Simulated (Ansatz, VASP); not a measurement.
# KI: VASP beside Ansatz, part 2 of 2

One calculation is typed for both programs; each brings its own data sets. How far apart do they land? The cell is taken from a series of runs on this material, whose earlier steps may have relaxed, scaled, displaced or heated it; both programs get it as it stands.

VASP 6.6.1 and Ansatz 0.2.0.

So far: The starting structure; VASP: dielectric response, r2SCAN.

**3. Ansatz: dielectric response, r2SCAN**

Level of this step: Ansatz beside VASP: Kohn-Sham DFT, plane waves, r2SCAN (Ansatz).

Ansatz runs on its default PAW (the set named soft_2) files.

The same cell, functional and mesh now go to Ansatz, which takes its cutoff from its data sets.

File input.yaml:

```yaml
crystal:
  lattice:
    - [0.0, 3.532775, 3.532775]
    - [3.532775, 0.0, 3.532775]
    - [3.532775, 3.532775, 0.0]
  atoms:
    - { symbol: I, position: [0.5, 0.5, 0.5] }
    - { symbol: K, position: [0.0, 0.0, 0.0] }
kpoints:
  mp_grid: { grid: [6, 6, 6] }
scf:
  occupations: { method: fixed }
hamiltonian:
  xc: r2scan
  pseudopotentials: { kind: paw }
dielectric: {}
```

Started as:

```bash
ansatz run input.yaml --threads 4 --pin off --max-ram 8192MiB --backend cpu --events-out ev --progress --plain --runs-dir out
```

Numbers of over 12 decimals in the logs are rounded to 6 here.

What it wrote:

```text
Engine: ansatz 0.2.0, x86_64-unknown-linux-gnu
Pseudopotentials: kind: paw
Pseudopotential: I, paw, valence charge 17, recommended cutoff 500 eV (meta_gga), I.paw.azcp
Pseudopotential: K, paw, valence charge 9, recommended cutoff 500 eV (meta_gga), K.paw.azcp
Functional definition: r2SCAN
  parameter k0 = 0.174
  parameter k1 = 0.065
  parameter a1 = 4.9479
  exchange = r2scan_x(k0 = k0, k1 = k1, a1 = a1)
  correlation = r2scan_c
Crystal: 2 atoms, lattice volume = 88.182 Å³
Basis set: ecut = 500 eV, 2229 PW (Γ), exchange–correlation on 160×160×160 points (64 copies of the dense FFT grid, shifted against one another)
Bands: 17, of which v1, the nominal top of the filled ones, is band 13 counted from 1 (12 counted from 0)
Symmetry: 48 space group operations
k-points: 30 of 216 (irreducible under 8 space group operations, time reversal used)
Non-local potential: I, projectors of the file, l = 0: 2, l = 1: 2, l = 2: 2, l = 3: 2
Non-local potential: K, projectors of the file, l = 0: 3, l = 1: 2, l = 2: 2
PAW form: soft (Blöchl's): semilocal exchange-correlation on the pseudo side does not see the compensation charge
PAW frozen core: I, regenerated for the run's functional (the file was generated under x = pbe(κ = 0.804, μ = 0.219515), c = pbe(β = 0.066725))
PAW frozen core: K, regenerated for the run's functional (the file was generated under x = pbe(κ = 0.804, μ = 0.219515), c = pbe(β = 0.066725))
PAW one-centre angular grid: I, 590 points (default); XC on 160 Gauss nodes
PAW one-centre angular grid: K, 302 points (default); XC on 160 Gauss nodes
Initial density: superposition of atomic densities (neutral atoms: chi_scale 0, normalization atom), corrected by the library's trained network
Initial wavefunctions: pseudopotential atomic-orbital guess
Functional: x = r2scan, c = r2scan; τ floored in thin density (d = 2e-4 eV/Å³)
SCF iter   1: F=—  HF=-9073.911924 eV  |F-HF|=—  |Δ(HF+E_count)|=         —  Δρ=2.51e-3  dr2=3.53e-3  dr2_τ=6.54e-4  ethr=1.77e-3  ⟨swp⟩=5.2  Hψ=2440  notcnv=0  defer=57
preconditioner: auto → none  [insulator: Δε(μ)=4.633 eV  Ē_g=14.558 eV  n_scr=14 (ndim 8)  ℏωp=14.8 eV  f_vac=0.140  ε∞_Penn≈2.0]
SCF iter   2: F=—  HF=-9073.920813 eV  |F-HF|=—  |Δ(HF+E_count)|=   8.89e-3  Δρ=9.82e-4  dr2=3.82e-4  dr2_τ=4.37e-5  ethr=1.36e-5  ⟨swp⟩=4.2  Hψ=1239  notcnv=0  defer=59
SCF iter   3: F=—  HF=-9073.920973 eV  |F-HF|=—  |Δ(HF+E_count)|=   1.60e-4  Δρ=2.39e-4  dr2=2.31e-5  dr2_τ=4.46e-6  ethr=1.47e-6  ⟨swp⟩=2.0  Hψ=962  notcnv=0  defer=58
SCF iter   4: F=—  HF=-9073.920998 eV  |F-HF|=—  |Δ(HF+E_count)|=   2.45e-5  Δρ=9.01e-5  dr2=1.22e-5  dr2_τ=5.48e-7  ethr=8.90e-8  ⟨swp⟩=2.0  Hψ=956  notcnv=0  defer=58
SCF iter   5: F=—  HF=-9073.920992 eV  |F-HF|=—  |Δ(HF+E_count)|=   5.91e-6  Δρ=1.29e-5  dr2=2.28e-7  dr2_τ=9.58e-9  ethr=4.70e-8  ⟨swp⟩=2.0  Hψ=900  notcnv=0  defer=42
SCF iter   6: F=—  HF=-9073.920993 eV  |F-HF|=—  |Δ(HF+E_count)|=   1.18e-6  Δρ=2.95e-6  dr2=1.07e-8  dr2_τ=4.59e-10  ethr=8.78e-10  ⟨swp⟩=2.0  Hψ=900  notcnv=0  defer=38
SCF iter   7: F=—  HF=-9073.920993 eV  |F-HF|=—  |Δ(HF+E_count)|=   3.61e-9  Δρ=5.13e-7  dr2=5.32e-10  dr2_τ=2.26e-11  ethr=4.11e-11  ⟨swp⟩=2.0  Hψ=900  notcnv=0  defer=38
SCF iter   8: F=-9073.920993 eV  HF=-9073.920993 eV  |F-HF|=6.73e-11  |Δ(HF+E_count)|=  1.66e-10  Δρ=1.75e-7  dr2=6.07e-11  dr2_τ=4.68e-13  ethr=1.00e-12  ⟨swp⟩=5.4  Hψ=2275  notcnv=0
SCF 1 converged in 8 iterations: F = -9073.920993 eV  dr2 = 6.07e-11
  greatest PAW one-centre occupation: 0.998 electrons in one spin orbital (limit 2), on the I atom at site 0 (counted from 0), in its partial waves of l = 2
NSCF: frozen V_eff on 2 k-points
DFPT response loops at Γ: preconditioner auto → none (the input reference at scf.mixing.eps_inf says where Resta's filter doesn't serve); β = 0.50; Broyden in place of MSR1
── the response to a field inside a basis, on 6×6×6 k-points: an SCF that follows is theirs, and a resumed run solves both again ──
Bands: 14, of which v1, the nominal top of the filled ones, is band 13 counted from 1 (12 counted from 0)
k-points: 28 of 216 (irreducible under 12 space group operations)
Initial density: handed on by an earlier stage of this run
Initial wavefunctions: pseudopotential atomic-orbital guess (no wavefunctions were taken with the density)
Eigensolver: Dense (28 Hₖ)
SCF iter   1: F=—  HF=-9073.917944 eV  |F-HF|=—  |Δ(HF+E_count)|=         —  Δρ=6.30e-5  dr2=6.63e-7  dr2_τ=1.73e-6  ethr=1.00e-1
preconditioner: auto → none  [insulator: Δε(μ)=4.813 eV  Ē_g=13.188 eV  n_scr=14 (ndim 8)  ℏωp=14.8 eV  f_vac=0.143  ε∞_Penn≈2.3]
SCF iter   2: F=—  HF=-9073.917946 eV  |F-HF|=—  |Δ(HF+E_count)|=   2.20e-6  Δρ=3.11e-5  dr2=1.67e-7  dr2_τ=9.77e-8  ethr=2.55e-9
SCF iter   3: F=-9073.917946 eV  HF=-9073.917946 eV  |F-HF|=4.69e-9  |Δ(HF+E_count)|=   1.41e-7  Δρ=2.92e-6  dr2=1.75e-9  dr2_τ=6.42e-10  ethr=6.43e-10
SCF 1 converged in 3 iterations: F = -9073.917946 eV  dr2 = 1.75e-9
  greatest PAW one-centre occupation: 0.999 electrons in one spin orbital (limit 2), on the I atom at site 0 (counted from 0), in its partial waves of l = 2
DFPT response loops at Γ: mixed as the last ones told, above
SCF converged after 8 iterations
Free energy (F): -9073.920993 eV
Harris-Foulkes:  -9073.920993 eV  (|F-HF|=6.73e-11)
Internal energy: -9073.920993 eV  (E = F + TS)
E sigma→0 (E₀):  -9073.920993 eV
Fermi energy:    1.925307 eV
--- Per-component energies (eV) ---
  E_band       = -543.654678
  E_kinetic    = 442.742407
  E_local      = -2828.513987  (includes V_loc(G=0)·N_el)
  E_nonlocal   = -77.374699
  E_hartree    = 1340.367536
  E_xc         = -255.067204
  E_vxc        = -326.373190  (∫ρ·V_xc dr)
  E_paw        = -5627.519519  (= ΣΔE_a)
  E_vpaw       = -454.374839  (= ΣTr[D̂ρ^β])
  E_aug_tail   = -0.000036  (compensation charges beyond the density's cutoff)
  E_vtau       = 19.504196  (kinetic-family band-sum trace: ∫τ·v_τ [+ j·A + Jᵃ·Aᵃ] dr)
  E_ewald      = -2068.432357
  E_core_change = -0.123132  (= ΣΔE_core)
  E_smearing   = -0.000000  (= −TS)
  E_closure    = 0.000000  (closes the sum)
  Σ components = -9073.920993   (vs F -9073.920993, Δ=0.00e0)
--- Band table (eV; the first three rows and the last of 30) ---
  k-point 0: bands = [... 9 lower, -8.8811, 1.9253, 1.9253, 1.9253, 6.5361, 8.9868, 8.9868, 8.9868]
  k-point 1: bands = [... 9 lower, -8.8029, 1.5182, 1.8353, 1.8353, 7.1489, 8.8798, 9.2924, 9.2924]
  k-point 2: bands = [... 9 lower, -8.6542, 0.8769, 1.6676, 1.6676, 7.8284, 9.5524, 10.0346, 10.0346]
  k-point 29: bands = [... 9 lower, -8.6792, 1.0397, 1.3549, 1.3836, 8.0679, 9.0612, 9.8942, 11.0326]
--- Dielectric response (ions clamped): 3 representative field directions + reference, inside a basis on a mesh of 216 k-points (Σ response iterations 15) ---
  ε∞ (high-frequency dielectric tensor):
        2.743288    -0.000000    -0.000000
       -0.000000     2.743288     0.000000
       -0.000000     0.000000     2.743288
  Born effective charges Z* (e; rows j = field, columns β = displacement):
    site 0:
        -1.11549    0.00000    0.00000
         0.00000   -1.11549   -0.00000
         0.00000   -0.00000   -1.11549
    site 1:
         1.11549   -0.00000   -0.00000
        -0.00000    1.11549    0.00000
        -0.00000    0.00000    1.11549
  Z* charge neutrality: 5.504e-4 e pre-enforcement
  solved inside a basis spanned on kpoints, on 6×6×6 k-points, its susceptibility summed on 10×10×10: ε∞ is read to err by 5.7e-3, Z* by 1.8e-2 e (field_mesh: kpoints solves on kpoints); Z* is corrected for what the basis lacks
```

**4. Comparison**

Known differences besides the potentials themselves: VASP keeps PBE cores, Ansatz makes them for the functional; fixed occupations in Ansatz, narrow Gaussian smearing in VASP; VASP's response is taken on the typed mesh, Ansatz refines its own for the field response alone; the data sets hold 26 valence electrons in Ansatz (on its default PAW (the set named soft_2) files) and 16 in VASP; the cutoff is 500 eV in Ansatz and 440 eV in VASP; VASP takes ε∞ from a finite field, Ansatz from linear response. Total energies have different zeros and are not compared.

The two programs side by side:

```tsv
quantity	Ansatz	VASP	difference
ε∞ xx	2.74	2.74	+0.27 %
ε∞ yy	2.74	2.74	+0.27 %
ε∞ zz	2.74	2.74	+0.27 %
```

**5. Outcome**

```
difference in ε∞ xx (dielectric response, r2SCAN) : 0.27 %
```

**Reading.** The difference in ε∞ xx is 0.27 % (dielectric response, r2SCAN), within the 5 % picked in this series as the mark of a large difference. The data sets hold unlike numbers of valence electrons (26 in Ansatz and 16 in VASP), so part of the differences comes from the potentials. How closely two codes agree says nothing of how well the functional describes the real material.

[Lines on the potential files, build, host, timing and source positions are cut from VASP's logs without a mark.]

[Logs are printed without paths, hosts, clocks, repeated set-up lines and the standing remarks that a program may print on its own settings, such as how far it seeks lower states.]

[Hosts, paths, dates, database ids (printed as entryN), source tags and the programs' standing remarks are cut or masked in the printed files.]
